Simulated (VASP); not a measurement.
The cell holds one PbO (litharge) monolayer, with vacuum along c. Ionisation potential and electron affinity count from the cell's own band edges, surface states included.

Input:

```yaml
crystal:
  lattice:
    - [3.92494, 0.00000, 0.00000]
    - [0.00000, 3.92494, 0.00000]
    - [0.00000, 0.00000, 17.99912]
  atoms:
    - { symbol: Pb, position: [0.50000, 0.00000, 0.43355] }
    - { symbol: Pb, position: [0.00000, 0.50000, 0.56645] }
    - { symbol: O, position: [0.50000, 0.50000, 0.50000] }
    - { symbol: O, position: [0.00000, 0.00000, 0.50000] }
```

The numbers are results of LDA (Ceperley-Alder, Perdew-Zunger), VASP's LDA PAW potentials (set 64) (plane waves; VASP), not measurements. Run with 500 eV cut-off, 12×12×1 Γ-centred mesh, Gaussian smearing of 0.050 eV, potentials Pb_d O.

Unless said otherwise, spin-orbit coupling is left out, though it shifts the bands of the heavy elements here.

Problem. Predict its energy to cut it from the bulk, per area, ionisation potential, electron affinity, band gap (on the k-mesh).

Solution. 
```yaml
energy_to_cut_it_from_the_bulk_per_area: 18.6 meV/Å²
ionisation_potential: 5.02 eV
electron_affinity: 2.35 eV
band gap (on the k-mesh): 2.66 eV
```

The cell is a sheet with vacuum, built from PbO (litharge).
